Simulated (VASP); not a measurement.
The input files of a VASP run:

File KPOINTS:
```
Automatic mesh
0
Gamma
13 13 11
0 0 0
```

### POSCAR
```
TiB2
3.1632560
  0.4735521421  -0.8202163782   0.0000000000
  0.4735521421   0.8202163782   0.0000000000
  0.0000000000   0.0000000000   1.0000001146
Ti B
1 2
Cart
  0.4735521421  -0.8202163782   0.0000000000
  0.4735521421   0.2734060062   0.5000000573
  0.4735521421  -0.2734060062   0.5000000573
```

**INCAR**
```
SYSTEM = TiB2
PREC = Accurate
ENCUT = 520
EDIFF = 1E-7
NELM = 100
ALGO = Normal
LREAL = .FALSE.
LASPH = .TRUE.
ISMEAR = -5
LMAXMIX = 4
LWAVE = .FALSE.
LCHARG = .TRUE.
LORBIT = 11
NEDOS = 601
ISIF = 2
LEFG = .TRUE.
```

POTCAR, in this order: Ti_sv B (LDA.64 set). Program: vasp_std.

**Question.** Write an equivalent input for Quantum ESPRESSO's pw.x.

**Answer.** One equivalent input (not run):
```
&CONTROL
  calculation = 'scf'
  pseudo_dir = './pseudo'
  outdir = './out'
  tprnfor = .true.
  tstress = .true.
/
&SYSTEM
  ibrav = 0
  nat = 3
  ntyp = 2
  ecutwfc = 84
  occupations = 'tetrahedra'
  input_dft = 'pz'
/
&ELECTRONS
  conv_thr = 7.3e-09
  electron_maxstep = 100
/
ATOMIC_SPECIES
  Ti 47.867 Ti.upf
  B 10.810 B.upf
CELL_PARAMETERS angstrom
     1.4979667   -2.5945544   -0.0000000
     1.4979667    2.5945544   -0.0000000
     0.0000000    0.0000000    3.1632564
ATOMIC_POSITIONS crystal
  Ti   1.0000000  0.0000000  0.0000000
  B    0.3333330  0.6666670  0.5000000
  B    0.6666670  0.3333330  0.5000000
K_POINTS automatic
  13 13 11 0 0 0
```
The two are equivalent in intent, not identical: the potentials are each code's own (VASP's PAW set, PseudoDojo norm-conserving files in pw.x), so ENCUT and ecutwfc are chosen apart and not converted; conv_thr bounds pw.x's estimated SCF error, while EDIFF bounds the energy change between steps; the field gradients of LEFG aren't asked of the other code.

The compound is TiB2 in the AlB2 type structure. It was relaxed first.
